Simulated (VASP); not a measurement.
Here is the system:

```yaml
crystal:
  lattice:
    - [0.00000, 3.20495, 3.20495]
    - [3.20495, 0.00000, 3.20495]
    - [3.20495, 3.20495, 0.00000]
  atoms:
    - { symbol: Na, position: [0.25000, 0.25000, 0.25000] }
    - { symbol: Na, position: [0.75000, 0.75000, 0.75000] }
    - { symbol: S, position: [0.00000, 0.00000, 0.00000] }
```

Level of theory: MS2 meta-GGA, VASP's PBE PAW potentials (set 64) (plane waves; VASP 6.6.1). Settings: 520 eV cut-off, 6×6×6 Γ-centred mesh, Gaussian smearing of 0.050 eV, potentials Na_pv S.

What does the run give for the energy per atom (σ→0), pressure, band gap (on the k-mesh) with the smallest direct gap where there is one?

| Quantity | Result |
|---|---|
| band gap (on the k-mesh) | 3.22 eV |
| smallest direct gap (on the k-mesh) | 3.22 eV |
| energy per atom (σ→0) | -7.078 eV/atom |
| pressure | 1.04 GPa |

Only differences to runs with the same potentials and settings are physical.

The compound is Na2S in the antifluorite structure. This cell is one point of a volume scan, at 0.97 of the reference volume.
